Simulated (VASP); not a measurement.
# Relaxed cell of Iridium: a test of cutoff and mesh, part 2 of 2

How far does the relaxed cell of Iridium depend on cutoff and k mesh? The starting structure is a measured crystal structure from the Crystallography Open Database. The first relaxation on each setting starts from this cell expanded by 3 % in volume.

VASP 6.6.1.

Results so far: reference 14.08 Å³ an atom; a cutoff of 210 eV 13.94 Å³ an atom; an 11×11×11 mesh 14.10 Å³ an atom.

### Step 5. Relaxation with a cutoff of 600 eV

Level of this step: PBEsol; plane waves and PAW (Ir) (VASP).

Against step 2 the input has ENCUT = 600. This run starts from the cell of an earlier relaxation, which isn't shown; the restart sets up the plane waves anew.

INCAR reads:

```
SYSTEM = Ir
PREC = Accurate
ENCUT = 600
EDIFF = 1E-06
NELM = 100
ISMEAR = 1
SIGMA = 0.15
LREAL = .FALSE.
ALGO = Normal
GGA = PS
NBANDS = 10
LASPH = .TRUE.
LORBIT = 11
LWAVE = .FALSE.
LCHARG = .FALSE.
KPAR = 8
IBRION = 2
NSW = 50
ISIF = 3
EDIFFG = -0.006
```

POSCAR reads:

```
Ir
1.0
    0.0000000000      1.9166093686      1.9166093686
    1.9166093686      0.0000000000      1.9166093686
    1.9166093686      1.9166093686      0.0000000000
Ir
1
Direct
    0.0000000000      0.0000000000      0.0000000000
```

KPOINTS reads:

```
Automatic mesh
0
Gamma
20 20 20
0 0 0
```

The projector-augmented-wave data sets are Ir (PBE family, release 64).

Started as:

```sh
> mpirun -np 8 vasp_std
```

Output:

```text
[... set-up lines as in an earlier step ...]
 entering main loop
       N       E                     dE             d eps       ncg     rms          rms(c)
DAV:   1     0.515245716965E+02    0.51525E+02   -0.47835E+03  5136   0.924E+02
DAV:   2    -0.947441274468E+01   -0.60999E+02   -0.58248E+02  5198   0.207E+02
DAV:   3    -0.104501319634E+02   -0.97572E+00   -0.97275E+00  6110   0.318E+01
DAV:   4    -0.104586392097E+02   -0.85072E-02   -0.85056E-02  5820   0.271E+00
[...]
DAV:  10    -0.982420028466E+01    0.72297E-05   -0.13363E-05  7390   0.372E-02    0.165E-02
DAV:  11    -0.982420211517E+01   -0.18305E-05   -0.11323E-06  4884   0.667E-03    0.152E-03
DAV:  12    -0.982420214793E+01   -0.32756E-07   -0.27441E-08  2728   0.186E-03
   1 F= -.98242021E+01 E0= -.98247506E+01  d E =-.982420E+01
[...]
reached required accuracy - stopping structural energy minimisation
```

Wall time 4 s (8 MPI ranks of Intel Xeon 6975P-C (Granite Rapids), shared host); peak memory 1.4 GiB.

From OUTCAR (step 5):

```text
  Total        0.0002922      0.0002922      0.0002922     -0.0000000     -0.0000000      0.0000000
  in kB        0.0332454      0.0332454      0.0332454     -0.0000000     -0.0000000      0.0000000
  external PRESSURE =       0.0332454 kB  Pullay stress =       0.0000000 kB

 POSITION                                       TOTAL-FORCE (eV/Angst)
 -----------------------------------------------------------------------------------
      0.00000      0.00000      0.00000         0.000000     -0.000000      0.000000
 -----------------------------------------------------------------------------------
    total drift:                               -0.000000      0.000000      0.000000

  FREE ENERGIE OF THE ION-ELECTRON SYSTEM (eV)
  ---------------------------------------------------
  free  energy   TOTEN  =        -9.8242021479 eV

  energy  without entropy=       -9.8258475387  energy(sigma->0) =       -9.82475061

[... 2 parts as in an earlier step ...]

[... 2 further parts left out ...]
[key lines of the parts left out:]
E-fermi :  10.2733
```

With a cutoff of 600 eV the cell ends at 14.081 Å³ an atom, +0.03 % from the reference; the bulk modulus is 390.9 GPa against 391.3 GPa.

### Step 6. Relaxation with a 28×28×28 mesh

Against step 2 the input has a 28×28×28 mesh. This run starts from the cell of an earlier relaxation, which isn't shown; the restart sets up the plane waves anew.

INCAR: that of step 5 with these lines changed.

```diff
@@ -2,3 +2,3 @@
 PREC = Accurate
-ENCUT = 600
+ENCUT = 450
 EDIFF = 1E-06
```

POSCAR reads:

```
Ir
1.0
    0.0000000000      1.9166179936      1.9166179936
    1.9166179936      0.0000000000      1.9166179936
    1.9166179936      1.9166179936      0.0000000000
Ir
1
Direct
    0.0000000000      0.0000000000      0.0000000000
```

KPOINTS reads:

```
Automatic mesh
0
Gamma
28 28 28
0 0 0
```

Started as:

```sh
> mpirun -np 8 vasp_std
```

Output:

```text
[... set-up lines as in an earlier step ...]
 entering main loop
       N       E                     dE             d eps       ncg     rms          rms(c)
DAV:   1     0.427301722487E+02    0.42730E+02   -0.39755E+03 12712   0.722E+02
DAV:   2    -0.964854262327E+01   -0.52379E+02   -0.49566E+02 12848   0.187E+02
DAV:   3    -0.104461822981E+02   -0.79764E+00   -0.79524E+00 14560   0.277E+01
DAV:   4    -0.104534978911E+02   -0.73156E-02   -0.73145E-02 14150   0.250E+00
[...]
DAV:  10    -0.981917567870E+01    0.91677E-05   -0.14482E-05 18004   0.395E-02    0.166E-02
DAV:  11    -0.981917739857E+01   -0.17199E-05   -0.11279E-06 11856   0.664E-03    0.158E-03
DAV:  12    -0.981917741405E+01   -0.15482E-07   -0.26233E-08  6674   0.175E-03
   1 F= -.98191774E+01 E0= -.98190793E+01  d E =-.981918E+01
[...]
reached required accuracy - stopping structural energy minimisation
```

Elapsed: 5.8 s, on 8 MPI ranks; peak memory 1.5 GiB.

Parts of OUTCAR (step 6):

```text
  Total        0.0012832      0.0012832      0.0012832     -0.0000000      0.0000000      0.0000000
  in kB        0.1460054      0.1460054      0.1460054     -0.0000000      0.0000000      0.0000000
  external PRESSURE =       0.1460054 kB  Pullay stress =       0.0000000 kB

 POSITION                                       TOTAL-FORCE (eV/Angst)
 -----------------------------------------------------------------------------------
      0.00000      0.00000      0.00000        -0.000000     -0.000000      0.000000
 -----------------------------------------------------------------------------------
    total drift:                                0.000000     -0.000000     -0.000000

  FREE ENERGIE OF THE ION-ELECTRON SYSTEM (eV)
  ---------------------------------------------------
  free  energy   TOTEN  =        -9.8191774140 eV

  energy  without entropy=       -9.8188831775  energy(sigma->0) =       -9.81907934

[... 1 part as in an earlier step ...]

[... 3 further parts left out ...]
[key lines of the parts left out:]
E-fermi :  10.3029
```

With a 28×28×28 mesh the cell ends at 14.081 Å³ an atom, +0.03 % from the reference; the bulk modulus is 390.7 GPa against 391.3 GPa.

### Step 7. Comparison

```csv
run,volume (Å³/atom),change (%),bulk modulus (GPa),pressure left (GPa),core minutes
reference,14.077,-,391.3,0.01,2.05
a cutoff of 210 eV,13.938,-0.99,412.2,0.0,1.09
an 11×11×11 mesh,14.101,0.17,389.3,0.01,1.2
a cutoff of 600 eV,14.081,0.03,390.9,0.0,2.64
a 28×28×28 mesh,14.081,0.03,390.7,0.01,3.71
```

Core minutes are wall time times ranks, summed over the relaxations behind a row (those for a bulk modulus apart), on shared hosts.

### Step 8. Summary of results

| Item | Value |
| --- | --- |
| volume of the reference | 14.08 Å³/atom |
| volume against the reference, a cutoff of 210 eV | -0.99 % |
| volume against the reference, an 11×11×11 mesh | +0.17 % |
| volume against the reference, a cutoff of 600 eV | +0.03 % |
| volume against the reference, a 28×28×28 mesh | +0.03 % |

What this shows: The volume moves most with a cutoff of 210 eV: -0.99 % against the reference (450 eV, 20×20×20 mesh). On finer settings it changes by +0.03 % with a cutoff of 600 eV and +0.03 % with a 28×28×28 mesh. A cell that shrinks at the lower cutoff is the usual mark of Pulay stress, the error that a plane-wave basis makes when it is kept while the volume changes. The bulk modulus is more sensitive: it changes by +5.3 % with a cutoff of 210 eV. Further runs on this material are not shown.

[Lines on the potential files, build, host, timing and source positions are cut from VASP's logs without a mark.]

[Logs are printed without paths, hosts, clocks, repeated set-up lines and the standing remarks that a program may print on its own settings, such as how far it seeks lower states.]

[Hosts, paths, dates, database ids (printed as entryN), source tags and the programs' standing remarks are cut or masked in the printed files.]
